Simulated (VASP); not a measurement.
These are PBE GGA, VASP's PBE PAW potentials (set 64) (plane waves; VASP 6.6.1) values and carry that method's errors.

The input files of a VASP run:

**KPOINTS**
```
Automatic
0
gamma
 1 1 1
0 0 0
```

File POSCAR:
```
Ga31As32
1.0
 11.5222104212   0.0000000000   0.0000000000
  0.0000000000  11.5222104212   0.0000000000
  0.0000000000   0.0000000000  11.5222104212
Ga As
31 32
Cart
  5.7611052106   0.0000000000   0.0000000000
  8.6416578159   2.8805526053   0.0000000000
  8.6416578159   0.0000000000   2.8805526053
  0.0000000000   0.0000000000   0.0000000000
  2.8805526053   2.8805526053   0.0000000000
  5.7611052106   5.7611052106   0.0000000000
  8.6416578159   8.6416578159   0.0000000000
  2.8805526053   0.0000000000   2.8805526053
  5.7611052106   2.8805526053   2.8805526053
  8.6416578159   5.7611052106   2.8805526053
  5.7611052106   0.0000000000   5.7611052106
  8.6416578159   2.8805526053   5.7611052106
  8.6416578159   0.0000000000   8.6416578159
  0.0000000000   5.7611052106   0.0000000000
  2.8805526053   8.6416578159   0.0000000000
  0.0000000000   2.8805526053   2.8805526053
  2.8805526053   5.7611052106   2.8805526053
  5.7611052106   8.6416578159   2.8805526053
  0.0000000000   0.0000000000   5.7611052106
  2.8805526053   2.8805526053   5.7611052106
  8.6416578159   8.6416578159   5.7611052106
  2.8805526053   0.0000000000   8.6416578159
  5.7611052106   2.8805526053   8.6416578159
  8.6416578159   5.7611052106   8.6416578159
  0.0000000000   8.6416578159   2.8805526053
  0.0000000000   5.7611052106   5.7611052106
  2.8805526053   8.6416578159   5.7611052106
  0.0000000000   2.8805526053   8.6416578159
  2.8805526053   5.7611052106   8.6416578159
  5.7611052106   8.6416578159   8.6416578159
  0.0000000000   8.6416578159   8.6416578159
  7.2013815133   1.4402763027   1.4402763027
 10.0819341186   4.3208289080   1.4402763027
 10.0819341186   1.4402763027   4.3208289080
  1.4402763027   1.4402763027   1.4402763027
  4.3208289080   4.3208289080   1.4402763027
  7.2013815133   7.2013815133   1.4402763027
 10.0819341186  10.0819341186   1.4402763027
  4.3208289080   1.4402763027   4.3208289080
  7.2061401862   4.3684732480   4.3613409998
 10.0819341186   7.2013815133   4.3208289080
  7.2013815133   1.4402763027   7.2013815133
 10.0819341186   4.3208289080   7.2013815133
 10.0819341186   1.4402763027  10.0819341186
  1.4402763027   7.2013815133   1.4402763027
  4.3208289080  10.0819341186   1.4402763027
  1.4402763027   4.3208289080   4.3208289080
  4.3316136969   7.2208425267   4.3249423371
  7.2013815133  10.0819341186   4.3208289080
  1.4402763027   1.4402763027   7.2013815133
  4.3332037619   4.3685884701   7.2182615515
  7.1959660744   7.1732903642   7.2407068174
 10.0819341186  10.0819341186   7.2013815133
  4.3208289080   1.4402763027  10.0819341186
  7.2013815133   4.3208289080  10.0819341186
 10.0819341186   7.2013815133  10.0819341186
  1.4402763027  10.0819341186   4.3208289080
  1.4402763027   7.2013815133   7.2013815133
  4.3208289080  10.0819341186   7.2013815133
  1.4402763027   4.3208289080  10.0819341186
  4.3208289080   7.2013815133  10.0819341186
  7.2013815133  10.0819341186  10.0819341186
  1.4402763027  10.0819341186  10.0819341186
```

INCAR:
```
ISMEAR  =  0   ! Gaussian
PREC  =  Normal
LREAL  =  Auto   ! projection in real space or not
SIGMA  =  0.05   ! width (eV)
LASPH  =  .TRUE.   ! aspherical one-centre terms
MAGMOM  =  63*0.0159
LMAXMIX  =  4   ! l cut-off of mixed one-centre charges
NELMIN  =  4
EDIFFG  =  -0.03
ENCUT  =  400   ! plane-wave cut-off (eV)
NELM  =  100   ! most electronic steps
LCHARG  =  .FALSE.
EDIFF  =  1E-5   ! SCF stop (eV)
GGA  =  PE   ! PBE
LWAVE  =  .TRUE.
NUPDOWN  =  1
IBRION  =  2   ! conjugate gradients
ISPIN  =  2
NSW  =  60   ! most ionic steps
ALGO  =  Fast   ! Davidson, then RMM-DIIS
ISIF  =  2
LORBIT  =  10
ISYM  =  0
SYSTEM  =  Ga31As32
```

POTCAR, in this order: Ga As (PBE.64 set). Program: vasp_gam.

What will the output report for the number of irreducible k-points (NKPTS), largest plane-wave count, FFT grid (NGX, NGY, NGZ)?

```json
{
 "number of irreducible k-points (NKPTS)": "1",
 "largest_plane_wave_count": "13913",
 "FFT grid (NGX, NGY, NGZ)": "56 × 56 × 56"
}
```

The cell is a supercell with a defect, built from GaAs (zinc blende): vac_Ga.
